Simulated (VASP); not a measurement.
A hop in Cu (fcc): Ru into a Cu vacancy, in a supercell of 31 atoms. Nudged elastic band with 3 images between relaxed ends, without a climbing image, so the barrier is a lower bound. Computed with PBE GGA, VASP's PBE PAW potentials (set 64) (plane waves; VASP). Run with PREC = Normal, LREAL = Auto, ISYM = 0, 400 eV cut-off, 2×2×2 Monkhorst-Pack mesh, first-order Methfessel-Paxton smearing of 0.10 eV, potentials Cu Ru.

First end (POSCAR):

```
Cu30Ru
1.0
     7.263007    0.000000    0.000000
     0.000000    7.263007    0.000000
     0.000000    0.000000    7.263007
Cu Ru
30 1
Direct
     0.499653    0.001713    0.002192
     0.750309    0.250652    0.997649
     0.750395    0.996633    0.251264
     0.999706    0.999815    0.000626
     0.248944    0.250704    0.997803
     0.499656    0.500454    0.998857
     0.748892    0.747571    0.999763
     0.249015    0.996749    0.251370
     0.749863    0.501507    0.252960
     0.499722    0.997925    0.501693
     0.750348    0.251738    0.502171
     0.748743    0.998748    0.748683
     0.999603    0.499352    0.000068
     0.250572    0.747485    0.999747
     0.999603    0.250251    0.251161
     0.249289    0.501402    0.252842
     0.499633    0.745249    0.254753
     0.999671    0.999087    0.500283
     0.249039    0.251851    0.502233
     0.747749    0.747256    0.500594
     0.250518    0.998820    0.748541
     0.499594    0.254184    0.745603
     0.747707    0.499715    0.748063
     0.999710    0.747711    0.250816
     0.999681    0.499572    0.500514
     0.251699    0.747073    0.500470
     0.999714    0.249897    0.748526
     0.251548    0.499608    0.748123
     0.499590    0.748716    0.749747
     0.999731    0.748087    0.748967
     0.499632    0.254145    0.255247
```

Last end:

```
Cu30Ru
1.0
     7.263007    0.000000    0.000000
     0.000000    7.263007    0.000000
     0.000000    0.000000    7.263007
Cu Ru
30 1
Direct
     0.499476   -0.000121    0.000910
     0.747258    0.249417    1.002837
     0.747491    1.001759    0.250084
     0.999732    1.001073    0.002146
     0.252002    0.249284    1.002937
     0.499701    0.495645    1.004104
     0.749196    0.750139    1.002244
     0.251638    1.001602    0.250241
     0.749597    0.497163    0.248329
     0.499698    1.004054    0.496097
     0.750196    0.247614    0.498083
     0.749148    1.001310    0.751040
     0.999616    0.498724    0.002323
     0.250422    0.750102    1.002382
     0.999598    0.249280    0.250034
     0.249664    0.496886    0.248394
     0.499693    0.751020    0.249081
     0.999495    1.001367    0.499519
     0.249192    0.247696    0.498090
     0.750503    0.752010    0.499382
     0.250203    1.001328    0.750925
     0.499617    0.248042    0.751917
     0.750569    0.498561    0.752895
     0.999606    0.749587    0.250650
     0.999745    0.498549    0.499540
     0.248918    0.751846    0.499140
     0.999665    0.249521    0.750933
     0.248863    0.498476    0.753115
     0.499518    0.747726    0.748138
     0.999893    0.749188    0.749919
     0.499617    0.494822    0.495897
```

**Question.** Predict the energy profile and the barrier.

**Answer.** 
```tsv
image	path length (Å)	E − E(first end) (eV)
0	0.00	0.000
1	0.80	0.477
2	1.60	1.044
3	2.40	0.471
4	3.20	0.000
```
The highest image is number 2 (counting the first end as 0), 1.60 Å along the path. The barrier is 1.04 eV forward and 1.04 eV back; the ends differ by 0.00 eV.

The cell is a supercell with a defect, built from Cu (fcc): Ru into a Cu vacancy. The run is not spin-polarised, so no state with unpaired spins was tried.
